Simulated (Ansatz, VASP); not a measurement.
# AlRu: VASP beside Ansatz, part 2 of 2

One calculation is typed for both programs; each brings its own data sets. How far apart do they land? The cell is taken from a series of runs on this material, whose earlier steps may have relaxed, scaled, displaced or heated it; both programs get it as it stands.

VASP 6.6.1 and Ansatz 0.2.0.

So far. Step 2 (VASP: single point, PBE): The run ends at a pressure of 2.50 GPa. Step 3 (Ansatz: single point, PBE): The run ends at a pressure of 2.47 GPa.

**5. Ansatz: zone-centre phonons, PBE**

Level of this step: Ansatz beside VASP: Kohn-Sham DFT, plane waves, PBE (Ansatz).

Second derivatives magnify differences that forces hide, and they need a tight electronic threshold. The cell compared in this pair holds 27.10 Å³, against 26.77 Å³ for the pair before.

The cell is taken from a series of runs on this material, whose earlier steps may have relaxed, scaled, displaced or heated it; both programs get it as it stands.

Input file input.yaml:

```yaml
crystal:
  lattice:
    - [3.0038346712, 0.0, 0.0]
    - [0.0, 3.0038346712, 0.0]
    - [0.0, 0.0, 3.0038346712]
  atoms:
    - { symbol: Al, position: [0.0, 0.0, 0.0] }
    - { symbol: Ru, position: [0.5, 0.5, 0.5] }
kpoints:
  mp_grid: { grid: [8, 8, 8] }
hamiltonian:
  xc: pbe
  pseudopotentials: { kind: paw, azcp: { folder: soft_1 } }
scf:
  occupations: { method: methfessel_paxton, width: 0.2 }
output:
  eigenvalues: true
phonons:
  method: dfpt
  qmesh: [2, 2, 2]
  temperatures: { t_max: 1000, t_step: 50 }
  qpath:
    path:
      - [[0.0, 0.0, 0.0], [0.0, 0.5, 0.0], [0.5, 0.5, 0.0], [0.0, 0.0, 0.0], [0.5, 0.5, 0.5], [0.0, 0.5, 0.0]]
      - [[0.5, 0.5, 0.5], [0.5, 0.5, 0.0]]
    npoints: 6
  electrical_resistivity:
    mesh: [12, 12, 12]
    temperatures: [20.0, 50.0, 80.0, 100.0, 150.0, 200.0, 273.0, 300.0, 400.0, 500.0, 600.0, 800.0]
  superconductivity: { mesh: [12, 12, 12] }
```

The run is started by

```console
$ ansatz run input.yaml --threads 16 --pin off --max-ram 92160MiB --backend cuda --events-out ev --progress --plain --runs-dir out --max-vram 78GiB
```

Numbers of over 12 decimals in the logs are rounded to 6 here.

The program printed:

```text
[...]
Crystal: 2 atoms, lattice volume = 27.104 Å³
Basis set: ecut = 420 eV, 515 PW (Γ), exchange–correlation on 48×48×48 points (8 copies of the dense FFT grid, shifted against one another)
Bands: 14, of which v1, the nominal top of the filled ones, is band 10 counted from 1 (9 counted from 0)
Symmetry: 48 space group operations
k-points: 35 of 512
[...]
vibrations of 8 cells: unjudged by the run; compare a larger repeat
  the changes of the potential over all sites missed a rigid shift's by 0.00 % (the site terms' by 0.15 %)
  between the force constants' wavevectors the phonons are obtained by Fourier interpolation alone: along a vector of fewer than three repeats the shortest translation of the supercell is 6.008 Å, and under 7.500 Å the phonon self-energy is left out by default: enlarge phonons.supercell (under dfpt, phonons.qmesh)
[the section on superconductivity is kept apart]
[key lines of the parts left out:]
SCF converged after 8 iterations
```

**6. VASP: zone-centre phonons, PBE**

The same cell, functional, mesh and smearing now go to VASP, with its own data sets.

Input file INCAR:

```
SYSTEM = AlRu
PREC = Accurate
ENCUT = 500
EDIFF = 1E-08
NELM = 120
ISMEAR = 1
SIGMA = 0.2
LREAL = .FALSE.
ALGO = Normal
GGA = PE
NBANDS = 14
LASPH = .TRUE.
LORBIT = 11
LWAVE = .FALSE.
LCHARG = .FALSE.
ISIF = 2
IBRION = 8
GGA_COMPAT = .FALSE.
```

Input file POSCAR:

```
AlRu
1.0
    3.0038346712      0.0000000000      0.0000000000
    0.0000000000      3.0038346712      0.0000000000
    0.0000000000      0.0000000000      3.0038346712
Al Ru
1 1
Direct
    0.0000000000      0.0000000000      0.0000000000
    0.5000000000      0.5000000000      0.5000000000
```

Input file KPOINTS:

```
Automatic mesh
0
Gamma
8 8 8
0 0 0
```

Potentials, in the order of the species: Al and Ru_pv (PBE family, release 64).

The run is started by

```console
$ mpirun -np 1 vasp_std
```

The program printed:

```text
[... set-up lines as in an earlier step ...]
 entering main loop
       N       E                     dE             d eps       ncg     rms          rms(c)
DAV:   1     0.117435161536E+03    0.11744E+03   -0.93642E+03  1004   0.110E+03
DAV:   2    -0.129246959161E+02   -0.13036E+03   -0.12467E+03  1088   0.318E+02
DAV:   3    -0.148792656773E+02   -0.19546E+01   -0.19447E+01  1220   0.414E+01
DAV:   4    -0.148959336628E+02   -0.16668E-01   -0.16665E-01  1216   0.387E+00
[...]
DAV:  13    -0.142234695110E+02   -0.14899E-07   -0.19112E-09   880   0.449E-04    0.215E-04
DAV:  14    -0.142234695219E+02   -0.10864E-07   -0.13327E-10   820   0.127E-04    0.121E-05
DAV:  15    -0.142234695220E+02   -0.10709E-09   -0.17873E-11   844   0.467E-05
   1 F= -.14223470E+02 E0= -.14221407E+02  d E =-.618663E-02
 Linear response reoptimize wavefunctions to high precision
DAV:   1    -0.142234695220E+02   -0.40245E-10   -0.40881E-12   826   0.150E-05
 Linear response DOF=           2
 Linear response progress:
  Degree of freedom:   1/  2
[...]
RMM:   9    -0.608042871976E-02   -0.19935E-06   -0.60725E-09  3631   0.145E-04    0.447E-05
RMM:  10    -0.608044574417E-02   -0.17024E-07   -0.70510E-09  3689   0.784E-05    0.330E-06
RMM:  11    -0.608044419442E-02    0.15498E-08   -0.14338E-08  3779   0.604E-05    0.206E-06
 first order change of Fermi-energy  -0.25618E-03
 force on displaced ion       1 direction 1 :  -7.403   0.000  -0.000
 Linear response progress:
  Degree of freedom:   2/  2
       N       E                     dE             d eps       ncg     rms          rms(c)
RMM:   1    -0.544329477855E+00   -0.54433E+00    0.38813E+00  2279   0.643E+01
RMM:   2    -0.651223284260E+00   -0.10689E+00   -0.12069E-01  3129   0.307E+00    0.160E-01
RMM:   3    -0.651511856942E+00   -0.28857E-03   -0.19788E-03  3569   0.345E-01    0.924E-02
RMM:   4    -0.650919276666E+00    0.59258E-03   -0.21476E-04  3575   0.143E-01    0.208E-02
[...]
RMM:  16    -0.650763595963E+00   -0.90718E-11   -0.10814E-07  3509   0.402E-04    0.285E-07
RMM:  17    -0.650763596603E+00   -0.63976E-09   -0.10530E-07  3539   0.400E-04    0.177E-07
RMM:  18    -0.650763597299E+00   -0.69663E-09   -0.10505E-07  3509   0.399E-04    0.870E-08
 first order change of Fermi-energy   0.19649E-02
 force on displaced ion       2 direction 1 :  -7.400  -0.000   0.000
 Linear response finished
```

From OUTCAR (step 6):

```text
  Total        0.0534906      0.0534906      0.0534906     -0.0000000      0.0000000     -0.0000000
  in kB        3.1619847      3.1619847      3.1619847     -0.0000000      0.0000000     -0.0000000
  external PRESSURE =       3.1619847 kB  Pullay stress =       0.0000000 kB

 POSITION                                       TOTAL-FORCE (eV/Angst)
 -----------------------------------------------------------------------------------
      0.00000      0.00000      0.00000         0.000000      0.000000      0.000000
      1.50192      1.50192      1.50192         0.000000      0.000000      0.000000
 -----------------------------------------------------------------------------------
    total drift:                                0.000000     -0.000000     -0.000000

[... 2 further parts left out ...]
```

**7. Side by side**

What differs besides the data sets and the points named for the pairs above, as far as they apply: VASP's run holds the zone centre alone; the data sets hold 19 valence electrons in Ansatz (on its PAW soft_1 files) and 17 in VASP. Total energies have different zeros and are not compared.

Both answers:

```
                  quantity  Ansatz   VASP  difference
optical mode 1 to 3 (cm⁻¹)   306.2  307.4     -0.42 %
```

Modes are paired by rising frequency, not by their patterns, so a pair may set unlike modes beside each other; they are those without the splitting of longitudinal modes.

**8. Outcome**

```
difference in pressure (single point, PBE)                                                                        : -0.031 GPa
r.m.s. difference of the optical zone-centre modes, each program's sorted by frequency (zone-centre phonons, PBE) : 1.3 cm⁻¹
```

**Reading.** The difference in pressure is -0.031 GPa (single point, PBE), within the 1 GPa picked in this series as the mark of a large difference. The data sets hold unlike numbers of valence electrons (19 in Ansatz and 17 in VASP), so part of the differences comes from the potentials. Such differences can come from data sets, numerical settings and the points named under the comparisons, not from the functional's error against experiment.

[Lines on the potential files, build, host, timing and source positions are cut from VASP's logs without a mark.]

[Logs are printed without paths, hosts, clocks, repeated set-up lines and the standing remarks that a program may print on its own settings, such as how far it seeks lower states.]

[Hosts, paths, dates, database ids (printed as entryN), source tags and the programs' standing remarks are cut or masked in the printed files.]
